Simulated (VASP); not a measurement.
Set up this calculation in VASP 6.6.1, as the native input.

| Quantity | Value |
| --- | --- |
| Task | relaxation of cell and atoms |
| Functional | PBE |
| Potentials or basis | VASP PAW PBE potentials, release 64 (Zr_sv, Ta_pv, O) |
| Cutoff | 520 eV |
| k mesh | 4 × 4 × 3 |
| Occupations | gaussian, width 0.15 eV |
| Spin | no spin polarisation |
| Further INCAR settings | PREC = Normal; ALGO = Fast; EDIFF = 0.0001; IBRION = 2; EDIFFG = -0.08; NSW = 24; ISIF = 3 |

The structure of ZrTaO4 lies in POSCAR:

```
ZrTaO4
1.0
    3.2834268300      0.0000000000      0.0000000000
    0.0000000000      3.2834268300      0.0000000000
    0.0000000000      0.0000000000      5.5394839900
Zr Ta O
1 1 4
Direct
    0.5000000000      0.5000000000      0.5000000000
    0.0000000000      0.0000000000      0.0000000000
    0.0000000000      0.0000000000      0.6013339800
    0.5000000000      0.5000000000      0.1024750000
    0.5000000000      0.5000000000      0.8975250000
    0.0000000000      0.0000000000      0.3986660200
```

The cell was built by a generator and needn't be a form met in nature.

The input as run:

INCAR

```
PREC = Normal
ENCUT = 520
EDIFF = 1E-4
ISMEAR = 0
SIGMA = 0.15
LREAL = F
LASPH = T
NELM = 60
ALGO = Fast
ISIF = 3
LWAVE = F
LCHARG = F
GGA = PE
IBRION = 2
NSW = 24
EDIFFG = -0.08
```

KPOINTS

```
Automatic mesh
0
Gamma
  4 4 3
```

Potentials or basis: VASP PAW PBE potentials, release 64 (Zr_sv, Ta_pv, O).

Launch:

```bash
$ cat potpaw_PBE.64/Zr_sv/POTCAR potpaw_PBE.64/Ta_pv/POTCAR potpaw_PBE.64/O/POTCAR > POTCAR
$ mpirun -np 1 vasp_std > vasp.out
```

It gave:

| Item | Value |
| --- | --- |
| Relaxed volume | 9.40 Å³/atom |
| Relaxed cell | a = 2.910 Å, b = 2.910 Å, c = 6.660 Å, α = 90.00°, β = 90.00°, γ = 90.00° |
| Space group after relaxing (to 0.05 Å) | P4/mmm (No. 123) |
| Energy gained by relaxing | 3449.7 meV/atom |
| Ionic steps | 17 |
| Pressure after relaxing | -0.5 GPa |
| Largest force after relaxing | 0.079 eV/Å |
| Band gap on the k mesh | none (metal or under the smearing width) |

Caveat: the k mesh is coarse (spacing up to 0.48 Å⁻¹), so the values aren't converged; the standard files for N, O and F lose accuracy on very short bonds; an odd number of electrons without spin polarisation forces a metal; a magnetic or distorted state may lie lower; the relaxation stopped at a loose force limit of 0.08 eV/Å, so its end isn't a converged minimum.

It took 4.2 min on 1 thread of Intel(R) Xeon(R) Platinum 8259CL CPU @ 2.50GHz (Skylake/Cascade Lake) (shared host), peak memory 0.15 GiB.
